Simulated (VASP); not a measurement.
# Si48H16CF4 in VASP: further runs, part 3 of 3

VASP 6.6.1.

## 6. Single point, optB86b-vdW

The input, INCAR:

```
SYSTEM = Si48H16CF4
  PREC = Accurate
  ENCUT = 400
  EDIFF = 1E-6
  ISMEAR = 0
  SIGMA = 0.05
  LREAL = Auto
  LASPH = .True.
  NELM = 100
  ALGO = Normal
  ISIF = 2
  LWAVE = .False.
  LCHARG = .False.
  GGA = MK
  LUSE_VDW = .True.
  AGGAC = 0.0
  PARAM1 = 0.1234
  PARAM2 = 1.0
  NBANDS = 160
  ISYM = 0
  NCORE = 4
```

The input, KPOINTS:

```
Automatic mesh
0
Gamma
  1 1 1
  0 0 0
```

POSCAR is that of step 5.

Potentials or basis: VASP PAW PBE potentials, release 64 (Si, H, C, F).

On the command line:

```sh
$ cat potpaw_PBE.64/Si/POTCAR potpaw_PBE.64/H/POTCAR potpaw_PBE.64/C/POTCAR potpaw_PBE.64/F/POTCAR > POTCAR
$ mpirun -np 8 vasp_gam > vasp.out
```

Wall time 4.2 min (8 MPI ranks of AMD EPYC 9R45 (Zen 5), shared host); peak memory 0.83 GiB.

Results (log left out):

```
Free energy            : -261.4973 eV
Largest force          : 0.363 eV/Å
Band gap on the k mesh : 0.49 eV, direct
```

Forces on the atoms (eV/Å):
```
Si  -0.050  0.000 -0.032
Si   0.058 -0.007 -0.044
Si  -0.013  0.000  0.060
Si   0.057  0.007 -0.044
Si  -0.013 -0.004  0.101
Si   0.018  0.000  0.073
Si  -0.014  0.006  0.100
Si   0.052  0.001  0.099
Si  -0.011 -0.024  0.062
Si  -0.003 -0.038  0.064
Si  -0.003  0.038  0.065
Si   0.012 -0.027  0.056
Si   0.012 -0.021  0.051
Si   0.013  0.021  0.052
Si  -0.011  0.025  0.062
Si   0.013  0.027  0.057
Si   0.006 -0.006  0.012
Si  -0.025 -0.033  0.038
Si  -0.025  0.032  0.038
Si  -0.004 -0.007  0.107
Si   0.006  0.002  0.010
Si   0.006 -0.002  0.010
Si   0.006  0.006  0.012
Si  -0.004  0.007  0.107
Si   0.000  0.000 -0.009
Si   0.000  0.000 -0.020
Si   0.015  0.000 -0.028
Si   0.000  0.000 -0.020
Si   0.009  0.006 -0.009
Si  -0.004  0.000 -0.007
Si   0.010 -0.006 -0.009
Si   0.017  0.000 -0.024
Si   0.017  0.000 -0.028
Si  -0.011  0.002 -0.029
Si  -0.012  0.000 -0.031
Si  -0.011 -0.002 -0.029
Si   0.009 -0.001 -0.028
Si   0.015  0.000 -0.023
Si   0.009  0.000 -0.028
Si  -0.007  0.000 -0.024
Si   0.254  0.026 -0.082
Si  -0.335 -0.012 -0.136
Si  -0.336  0.014 -0.137
Si  -0.305 -0.009 -0.104
Si   0.300  0.007 -0.164
Si   0.299 -0.007 -0.162
Si   0.253 -0.024 -0.082
Si  -0.307  0.010 -0.107
H   -0.318 -0.019 -0.021
H    0.298  0.022  0.054
H   -0.292  0.029  0.069
H    0.327 -0.020 -0.037
H   -0.292 -0.028  0.069
H    0.327  0.020 -0.037
H   -0.292  0.031  0.066
H    0.334 -0.042 -0.027
H   -0.333  0.010 -0.033
H    0.301 -0.013  0.051
H   -0.333 -0.010 -0.033
H    0.301  0.013  0.052
H   -0.318  0.020 -0.020
H    0.298 -0.021  0.054
H   -0.292 -0.031  0.067
H    0.334  0.043 -0.028
C   -0.029  0.001 -0.063
F    0.000  0.001 -0.001
F    0.003 -0.021  0.001
F    0.010  0.007 -0.004
F    0.002  0.000  0.022
```

Levels at points of the mesh, in eV from the valence-band top:
| k point | band 116 | band 117 | band 118 | band 119 | band 120 | band 121 | band 122 | band 123 | band 124 | band 125 |
| --- | --- | --- | --- | --- | --- | --- | --- | --- | --- | --- |
| (0.00, 0.00, 0.00) | -0.50 | -0.38 | -0.28 | -0.10 | 0.00 | 0.49 | 1.13 | 1.21 | 1.27 | 1.30 |

Caveat: the PAW data sets were made with another functional, which shifts forces and pressure a little.

## 7. Overview

```tsv
task	level	cell	gap on the mesh (eV)	largest force (eV/Å)
relaxation of the atoms	PBE+D3(BJ)	atoms relaxed	0.49	-
single point	PBE	as given	0.49	0.37
single point	RPBE	as given	0.51	0.42
single point	RPBE+D3(BJ)	as given	0.51	0.65
single point	optB86b-vdW	as given	0.49	0.36
```

Alike in all rows: potentials or basis VASP PAW PBE potentials, release 64 (Si, H, C, F); no spin polarisation; k mesh 1 × 1 × 1; cutoff (eV) 400; smearing gaussian 0.05 eV.

On the cell as given the gap runs from 0.49 eV (PBE) to 0.51 eV (RPBE).

Caveats: the PAW data sets were made with another functional, which shifts forces and pressure a little (some runs).

Total energies depend on the potentials used, so only differences within one code and one set of settings carry meaning.
